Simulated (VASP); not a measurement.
**BaTiO3: energy against strain**

BaTiO3 (tetragonal perovskite, P4mm, 12.827 Å³/atom and stress up to 0.23 GPa in the relaxed cell, c along z) under a strain ε along c (axis z), the other axes held. PBEsol in VASP (plane waves, PAW), 600 eV, 8×8×8 Γ-centred mesh, Gaussian smearing 0.05 eV; ions are relaxed, or left where forces stay under 0.02 eV/Å, within the symmetry of each cell.

Here s stands for strain and y for E less E0.

```
strain (%)  E less E0 (meV/atom)
----------  --------------------
-1.50                       1.29
-1.00                       0.55
-0.50                       0.12
0.00                        0.00
0.50                        0.12
1.00                        0.50
1.50                        1.09
3.00                           ?
```

Fit y of the 7 rows that show it with a parabola. Least squares gives y = -0.008 - 0.0500·s + 0.5324·s². Residuals (row less fit): 0.025, -0.024, -0.030, 0.008, 0.020, 0.026, -0.025; standard error 0.031 (degrees of freedom: 4). Twice the quadratic coefficient over the volume, 2 × 0.5324 meV × 10⁴ × 0.1602 / 12.827 Å³, is the elastic constant C33 = 133 ± 3 GPa (± standard error of the fit, which holds the terms cut off).

Task: Estimate the missing y (s = 3.00); what did the run itself give?

Result: y = -0.008 - 0.0500 × 3.0 + 0.5324 × 3.0² = 4.634 meV/atom. The calculation gives 4.05 meV/atom, 0.584 meV/atom below the prediction (14.4 % of the range of y in the table). The row lies outside the fitted rows, so this is an extrapolation. From the scatter of the fitted rows alone, a prediction at this place has a standard error of 0.119 meV/atom, so the miss is 4.9 times that.

A polynomial of degree 3 through the 12 other runs of the series gives 4.01 there, so most of the miss is curvature that the fit leaves out. Rows are the converged runs of the series near zero and its far end, less any whose ions stayed unrelaxed beside relaxed ones; series whose fitted rows scatter by over a few per cent of the range, as at a crossing or softening among them, aren't shown in this form. Most that stay on the fit to the last digits aren't either.
